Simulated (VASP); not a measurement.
Output of a VASP run:

### OSZICAR
```
...
   4 F= -.36481902E+02 E0= -.36481902E+02  d E =-.327488E-02
       N       E                     dE             d eps       ncg     rms          rms(c)
DAV:   1    -0.365045867112E+02   -0.22685E-01   -0.13653E+00   682   0.816E+00    0.863E-01
DAV:   2    -0.364891948017E+02    0.15392E-01   -0.75790E-02   750   0.242E+00    0.479E-01
DAV:   3    -0.364837814397E+02    0.54134E-02   -0.14377E-02   805   0.101E+00    0.207E-01
DAV:   4    -0.364829842706E+02    0.79717E-03   -0.32630E-03   790   0.585E-01    0.534E-02
DAV:   5    -0.364831858281E+02   -0.20156E-03   -0.95129E-04   706   0.294E-01    0.258E-02
DAV:   6    -0.364833374922E+02   -0.15166E-03   -0.41966E-04   686   0.171E-01    0.172E-02
DAV:   7    -0.364833982234E+02   -0.60731E-04   -0.10528E-04   776   0.110E-01    0.506E-03
DAV:   8    -0.364834102104E+02   -0.11987E-04   -0.15801E-05   794   0.405E-02    0.333E-03
DAV:   9    -0.364834144223E+02   -0.42120E-05   -0.11691E-05   754   0.335E-02    0.150E-03
DAV:  10    -0.364834177326E+02   -0.33103E-05   -0.19181E-06   817   0.151E-02    0.675E-04
DAV:  11    -0.364834178202E+02   -0.87599E-07   -0.53473E-07   587   0.815E-03
   5 F= -.36483418E+02 E0= -.36483418E+02  d E =-.479077E-02
       N       E                     dE             d eps       ncg     rms          rms(c)
DAV:   1    -0.364835511367E+02   -0.13340E-03   -0.78482E-03   683   0.617E-01    0.656E-02
DAV:   2    -0.364834650355E+02    0.86101E-04   -0.42676E-04   755   0.222E-01    0.363E-02
DAV:   3    -0.364834331401E+02    0.31895E-04   -0.80868E-05   816   0.947E-02    0.158E-02
DAV:   4    -0.364834288680E+02    0.42721E-05   -0.21048E-05   860   0.428E-02    0.366E-03
DAV:   5    -0.364834298788E+02   -0.10108E-05   -0.55820E-06   720   0.227E-02    0.178E-03
DAV:   6    -0.364834310911E+02   -0.12122E-05   -0.21369E-06   686   0.122E-02    0.118E-03
DAV:   7    -0.364834313900E+02   -0.29893E-06   -0.46816E-07   821   0.715E-03    0.393E-04
DAV:   8    -0.364834314506E+02   -0.60659E-07   -0.78718E-08   561   0.280E-03
   6 F= -.36483431E+02 E0= -.36483431E+02  d E =-.480440E-02
       N       E                     dE             d eps       ncg     rms          rms(c)
DAV:   1    -0.364834531914E+02   -0.21801E-04   -0.14523E-03   685   0.266E-01    0.283E-02
DAV:   2    -0.364834368452E+02    0.16346E-04   -0.79903E-05   754   0.966E-02    0.156E-02
DAV:   3    -0.364834310817E+02    0.57635E-05   -0.14456E-05   809   0.407E-02    0.683E-03
DAV:   4    -0.364834302815E+02    0.80017E-06   -0.41623E-06   886   0.192E-02    0.155E-03
DAV:   5    -0.364834304739E+02   -0.19240E-06   -0.12209E-06   725   0.109E-02    0.801E-04
DAV:   6    -0.364834307644E+02   -0.29043E-06   -0.42739E-07   688   0.568E-03    0.514E-04
DAV:   7    -0.364834308248E+02   -0.60419E-07   -0.82870E-08   548   0.361E-03
   7 F= -.36483431E+02 E0= -.36483431E+02  d E =-.480378E-02
       N       E                     dE             d eps       ncg     rms          rms(c)
DAV:   1    -0.364834226624E+02    0.81019E-05   -0.37912E-03   683   0.282E-01    0.189E-02
DAV:   2    -0.364834471255E+02   -0.24463E-04   -0.18107E-04   897   0.657E-02    0.572E-03
DAV:   3    -0.364834489300E+02   -0.18046E-05   -0.25295E-06   780   0.125E-02    0.397E-03
DAV:   4    -0.364834494055E+02   -0.47550E-06   -0.52727E-07   861   0.431E-03    0.179E-03
DAV:   5    -0.364834494865E+02   -0.81001E-07   -0.28990E-07   725   0.423E-03
   8 F= -.36483449E+02 E0= -.36483449E+02  d E =-.186618E-04
```

File OUTCAR:
```
------------------------ aborting loop because EDIFF is reached ----------------------------------------
  FORCE on cell =-STRESS in cart. coord.  units (eV):
  Direction    XX          YY          ZZ          XY          YZ          ZX
  --------------------------------------------------------------------------------------
  Total        0.0609646      0.0609646      0.0551723      0.0000000      0.0000000     -0.0000000
  in kB        1.0573393      1.0573394      0.9568794      0.0000000      0.0000000     -0.0000000
  external PRESSURE =       1.0238527 kB  Pullay stress =       0.0000000 kB
  volume of cell :       92.38
      direct lattice vectors                 reciprocal lattice vectors
     1.923733576 -3.332004548  0.000000000     0.259911251 -0.150059819  0.000000000
     1.923733576  3.332004548 -0.000000000     0.259911251  0.150059819 -0.000000000
    -0.000000000  0.000000000  7.205989329    -0.000000000  0.000000000  0.138773450
 POSITION                                       TOTAL-FORCE (eV/Angst)
 -----------------------------------------------------------------------------------
      0.00000     -0.00000      0.00000        -0.000000     -0.000000      0.000000
      1.92373      1.11067      1.59361        -0.000000      0.000000      0.001085
      1.92373     -1.11067      5.61238         0.000000     -0.000000     -0.001085
 -----------------------------------------------------------------------------------
    total drift:                               -0.000000      0.000000      0.000000
  FREE ENERGIE OF THE ION-ELECTRON SYSTEM (eV)
  ---------------------------------------------------
  free  energy   TOTEN  =       -36.4834494865 eV

  energy  without entropy=      -36.4834494865  energy(sigma->0) =      -36.48344949

 reached required accuracy - stopping structural energy minimisation
```
(Selected blocks of OUTCAR.)

File POSCAR:
```
SnSe2
1
    1.9066614072    -3.3024346463     0.0000000000
    1.9066614072     3.3024346463     0.0000000000
    0.0000000000     0.0000000000     7.3356114065
Sn Se
1 2
Direct
  0.0000000000   0.0000000000   0.0000000000
  0.3333330000   0.6666670000   0.2147096900
  0.6666670000   0.3333330000   0.7852903100
```

Q: Write an INCAR and KPOINTS that could have produced this output.

A: One answer among several that fit: the input of the run itself, TPSS meta-GGA, plane waves, VASP's PBE PAW potentials (set 64).

**INCAR**
```
SYSTEM=SnSe2
PREC=Accurate; ENCUT=520; LREAL=F
LASPH=T
EDIFF=1E-7; NELM=100; ALGO=Normal
LMAXMIX=4; LMIXTAU=T
ISMEAR=0; SIGMA=0.05
METAGGA=TPSS
IBRION=2; NSW=30; ISIF=4
EDIFFG=-0.01
LWAVE=F; LCHARG=F
```

**KPOINTS**
```
Automatic mesh
0
Gamma
7 7 3
0 0 0
```

POTCAR, in this order: Sn_d Se (PBE.64 set). Program: vasp_std.

Without a dispersion term in the relaxation, distances and binding between the weakly bound layers, chains or molecules are unreliable, and so is what depends on them.

The compound is SnSe2 in the 1T layered structure. This cell is one point of a volume scan, at 0.97 of the reference volume. Symmetry was kept, so distortions that lower it aren't found.
